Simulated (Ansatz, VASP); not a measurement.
# K6Ba4Zn3Si22O54: VASP beside Ansatz, part 2 of 2

Aim: how closely do two programs agree when they are given the same cell, functional and k mesh? The structure shown is frame 66 of Ansatz's trajectory.

VASP 6.6.1 and Ansatz 0.2.0.

So far: Starting point; Ansatz: dynamics, revPBE.

### 3. VASP: single point, revPBE

Level of this step: revPBE; plane waves and PAW (Si, K_sv, Zn, Ba_sv, O) (VASP).

The same cell, functional, mesh and smearing now go to VASP, with its own data sets.

Lines of VASP's logs that name or quote its potential files are left out, and so is its time.

File INCAR:

```
SYSTEM = K6Ba4Zn3Si22O54
PREC = Accurate
ENCUT = 520
EDIFF = 1E-06
NELM = 120
ISMEAR = -1
SIGMA = 0.05
LREAL = Auto
ALGO = Normal
GGA = RE
NBANDS = 336
LORBIT = 11
LWAVE = .FALSE.
LCHARG = .FALSE.
ISIF = 2
LASPH = .TRUE.
GGA_COMPAT = .FALSE.
EFERMI = MIDGAP
NCORE = 2
```

File POSCAR:

```
K6Ba4Zn3Si22O54
1.0
   11.1256100000      0.0000000000      0.0000000000
    0.0000000000     11.1256100000      0.0000000000
    0.0000000000      0.0000000000     11.1256100000
Si K Zn Ba O
22 6 3 4 54
Direct
    0.7897184963      0.1754420656      0.5100394495
    0.6436501010      0.9355801614      0.2415687769
    0.5740089757      0.6183031762      0.5075766632
    0.3967153262      0.3958434639      0.0779372996
    0.8177798790      0.3344535715      0.7452175656
    0.5225601113      0.0466940689      0.4729089012
    0.8768957388      0.8021942168      0.2002766590
    0.5457588393      0.8508746936      0.6646826556
    0.9501411608      0.5904485237      0.6771853408
    0.2187835094      0.2188554156      0.9434808518
    0.2939883746      0.6220243205      0.4545458631
    0.2280054757      0.3932188887      0.3082078196
    0.1271750493      0.8324846907      0.3077494178
    0.2805059678      0.1894997218      0.4846296068
    0.7336137075      0.9381238422      0.8536970108
    0.4078787590      0.6133326622      0.9106107440
    0.3343726771      0.3241260479      0.7115025603
    0.5269373994      0.8546587558      0.9964037927
    0.9507703398      0.3063562357      0.9857976327
    0.2336501100      0.5740269522      0.7169404644
    0.9873346270      0.8300848223      0.7872826748
    0.5585042079      0.4566760834      0.7456130495
    0.3526548207      0.0274861333      0.1920973322
    0.5257779124      0.1840258646      0.9426000013
    0.5661981680      0.5887856935      0.2202575859
    0.8216987653      0.8218425776      0.5074957688
    0.7151877515      0.2965320553      0.2030809996
    0.9922781762      0.1418888492      0.3009363082
    0.8193348500      0.0605719596      0.0673581044
    0.0413820006      0.0026695165      0.5488058632
    0.0948981674      0.9335757770      0.0425055345
    0.2859618484      0.9573857074      0.7675444313
    0.9045616375      0.4955683329      0.3502729289
    0.7491364518      0.5915181280      0.9417730803
    0.0980350740      0.5966594191      0.0505770021
    0.8773091992      0.2727580780      0.8566361755
    0.7473028445      0.8324037963      0.2666370653
    0.2724075354      0.6352101143      0.5932708409
    0.5525180192      0.8721409433      0.1456010052
    0.8331677993      0.2602464045      0.3998162797
    0.5588907035      0.9547341674      0.3610858191
    0.5385232810      0.3858934476      0.0632684410
    0.5626118478      0.5184614596      0.6180155515
    0.1141690208      0.9580328629      0.3779747807
    0.1775722859      0.0829887080      0.9657088465
    0.9008135284      0.7104329560      0.7571450015
    0.4366502151      0.6382571383      0.4364075318
    0.1199754440      0.4403084415      0.2331647433
    0.2478156254      0.4889979066      0.4124088477
    0.9226280626      0.9283535914      0.1310939355
    0.0876805856      0.5800041526      0.7385033270
    0.6908025717      0.3972276576      0.7934216641
    0.6589481386      0.8337969783      0.9356880207
    0.6954225431      0.0559160352      0.1913872588
    0.5246903316      0.5587109381      0.8420302347
    0.1695187949      0.8442952791      0.1694379005
    0.9475705152      0.6211704347      0.5459386047
    0.7125002584      0.0589990122      0.9264750427
    0.9145565951      0.2067572025      0.0910332108
    0.0592776486      0.8808865312      0.6753607218
    0.2840832997      0.2154308842      0.8043154488
    0.3249529689      0.2690009806      0.0277737580
    0.3542097916      0.4048227468      0.2247157684
    0.0670794680      0.8110746287      0.9109343218
    0.4571344852      0.7207425031      0.9979317988
    0.6616985496      0.9320747357      0.7298925632
    0.8767788912      0.9282816852      0.8275411416
    0.4614398671      0.7893679538      0.7611807353
    0.4729448543      0.3415453175      0.7627267179
    0.2874628897      0.6504721988      0.8332037524
    0.3493561252      0.2913008815      0.5739011164
    0.4060811048      0.1259166913      0.4336481326
    0.6458522274      0.1168205609      0.5083586428
    0.4425465210      0.9576913086      0.9445145030
    0.6806098722      0.5840758394      0.4092359880
    0.2225765598      0.7267466683      0.3800241065
    0.2085638450      0.2612351143      0.3786129480
    0.7819436417      0.2548983831      0.6312103336
    0.3570231205      0.5202501256      0.0042784171
    0.6011984961      0.7478511291      0.5723641221
    0.0980620388      0.3097538023      0.9527207946
    0.9862740110      0.7712835521      0.3021047835
    0.8988271205      0.4452789555      0.0185158387
    0.8783698152      0.6759988890      0.1191305465
    0.2646236925      0.4421330606      0.7469702785
    0.8758171462      0.0604101708      0.5077474404
    0.4810792397      0.9611967344      0.5884261627
    0.8952857416      0.4535122119      0.7046804625
    0.1971846937      0.1089738001      0.5671958661
```

File KPOINTS:

```
Automatic mesh
0
Gamma
1 1 1
0 0 0
```

PAW data sets: Si, K_sv, Zn, Ba_sv and O (PBE family, release 64).

Launch:

```console
> mpirun -np 8 vasp_gam
```

Numbers of over 12 decimals in the logs are rounded to 6 here.

Log:

```text
[banner, memory and clock lines left out]
running    8 mpi-ranks, on    1 nodes
[...]
|                                                                             |
|               ----> ADVICE to this user running VASP <----                  |
|                                                                             |
|     You enforced a specific xc type in the INCAR file but a different       |
|     [... a line on the potential file left out ...]
|     I HOPE YOU KNOW WHAT YOU ARE DOING!                                     |
|                                                                             |

 LDA part: xc-table for (Slater+PW92), standard interpolation
 POSCAR, INCAR and KPOINTS ok, starting setup
[...]
entering main loop
       N       E                     dE             d eps       ncg     rms          rms(c)
DAV:   1     0.648312460009E+04    0.64831E+04   -0.29993E+05   672   0.166E+03
DAV:   2     0.787039230944E+02   -0.64044E+04   -0.61170E+04   816   0.442E+02
DAV:   3    -0.664419347598E+03   -0.74312E+03   -0.73505E+03   776   0.171E+02
DAV:   4    -0.701193556969E+03   -0.36774E+02   -0.36550E+02   824   0.402E+01
[...]
DAV:  19    -0.607950594965E+03    0.46074E-06   -0.17706E-05   888   0.216E-02    0.114E-02
DAV:  20    -0.607950598458E+03   -0.34925E-05   -0.12896E-05   896   0.181E-02    0.442E-03
DAV:  21    -0.607950599243E+03   -0.78520E-06   -0.53325E-06   680   0.715E-03
   1 F= -.60795060E+03 E0= -.60795060E+03  d E =-.120285E-13
```

Parts of OUTCAR (step 3):

```text
  Total       11.3520316     17.8524462     37.3901175     -3.6640797      9.1092443      4.9832220
  in kB       13.2072584     20.7700155     43.5006670     -4.2628887     10.5979395      5.7976144
  external PRESSURE =      25.8259803 kB  Pullay stress =       0.0000000 kB

 POSITION                                       TOTAL-FORCE (eV/Angst)
 -----------------------------------------------------------------------------------
      8.78610      1.95190      5.67450        -0.827340     -0.502546     -1.411839
      7.16100     10.40890      2.68760        -0.527713     -0.470003      0.007147
      6.38620      6.87900      5.64710         0.537749     -0.008462     -1.715220
      4.41370      4.40400      0.86710        -0.012173     -0.739269      1.221443
      9.09830      3.72100      8.29100        -0.841016      1.606903     -1.206249
      5.81380      0.51950      5.26140         1.760376     -0.762930      0.302744
      9.75600      8.92490      2.22820         1.920163     -0.045126     -1.300036
[...]
6.29930      6.55060      2.45050        -0.586133      0.522855     -0.210492
      9.14190      9.14350      5.64620         0.045203      0.041504      0.055265
      7.95690      3.29910      2.25940        -0.363462     -0.426532     -0.083357
     11.03970      1.57860      3.34810         0.371543     -0.291400     -0.287724
      9.11560      0.67390      0.74940        -0.033306     -0.047000     -0.572083
      0.46040      0.02970      6.10580         0.470441      0.401930     -0.699859
[...]
-----------------------------------------------------------------------------------
    total drift:                                0.012624      0.008204     -0.006126

  FREE ENERGIE OF THE ION-ELECTRON SYSTEM (eV)
  ---------------------------------------------------
  free  energy   TOTEN  =      -607.9505992427 eV

  energy  without entropy=     -607.9505992427  energy(sigma->0) =     -607.95059924

[... 3 further parts left out ...]
[key lines of the parts left out:]
E-fermi :   3.2805
```

Harder data sets than Ba_sv exist (the GW ones), and pressures, volumes and forces can shift noticeably with them.

### 4. Differences

Known differences besides the potentials themselves: the cutoff is 420 eV in Ansatz and 520 eV in VASP (PREC = Accurate, projectors in real space); Ansatz makes its cores anew for this functional, VASP keeps those of its PBE data sets. Total energies have different zeros and are not compared.

Forces on 10 of the 89 atoms, those with the largest forces and the largest differences (eV/Å; atoms numbered as in POSCAR):

| atom | Ansatz x, y, z | VASP x, y, z |
| --- | --- | --- |
| Si9 | 1.570, -1.221, 2.952 | 1.584, -1.254, 3.003 |
| Si16 | 0.595, 3.552, -0.817 | 0.617, 3.587, -0.812 |
| Si17 | 1.002, -2.622, 1.603 | 1.007, -2.636, 1.651 |
| Si20 | -3.115, 3.691, 0.977 | -3.128, 3.724, 1.004 |
| Ba32 | -0.108, -0.419, 0.120 | -0.211, -0.399, 0.047 |
| Ba34 | 0.456, 0.482, 0.154 | 0.303, 0.594, 0.052 |
| O57 | -0.309, 0.304, -4.402 | -0.287, 0.353, -4.371 |
| O66 | -1.396, -1.227, -2.711 | -1.431, -1.263, -2.736 |
| O79 | -1.877, -2.550, 2.080 | -1.852, -2.597, 2.092 |
| O83 | 1.285, -1.515, 0.035 | 1.391, -1.672, 0.090 |

The forces differ by 35 meV/Å r.m.s., which is 3.4 % of the r.m.s. force of 1.043 eV/Å (both taken over all components).

### 5. Summary of results

```json
{"r.m.s. force difference (single point, revPBE)": "3.4 % of the r.m.s. force"}
```

In words: The r.m.s. force difference is 3.4 % of the r.m.s. force (single point, revPBE), beyond the 3 % picked in this series as the mark of a large difference. What causes the difference of the single point, revPBE pair stays open here. 2 further runs of this series are not shown here. How closely two codes agree says nothing of how well the functional describes the real material.

[Lines on the potential files, build, host, timing and source positions are cut from VASP's logs without a mark.]

[Logs are printed without paths, hosts, clocks, repeated set-up lines and the standing remarks that a program may print on its own settings, such as how far it seeks lower states.]

[Hosts, paths, dates, database ids (printed as entryN), source tags and the programs' standing remarks are cut or masked in the printed files.]
